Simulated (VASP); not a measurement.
Here is the system:

```
CELL_PARAMETERS angstrom
     -2.14602     2.14602     2.14602
      2.14602    -2.14602     2.14602
      2.14602     2.14602    -2.14602
ATOMIC_POSITIONS crystal
  Eu 0.00000 0.00000 0.00000
```

The numbers are results of vdW-DF-cx, VASP's PBE PAW potentials (set 64) (plane waves; VASP 6.6.1), not measurements. Settings: 520 eV cut-off, Gaussian smearing of 0.050 eV, potentials Eu_2.

The 4f electrons are frozen in the core of the lanthanide potential, so 4f levels, which can set the real gap, and their magnetism are missing.

**Question.** Predict the band gap (along the path) with the smallest direct gap where there is one.

**Answer.** 
- band gap (along the path) = none (metal, semimetal or under 0.01 eV)

The absolute energy has meaning only against runs of the same code, potentials and settings.

The compound is Eu in the bcc structure. It was relaxed first, which changed the volume by -18 %.
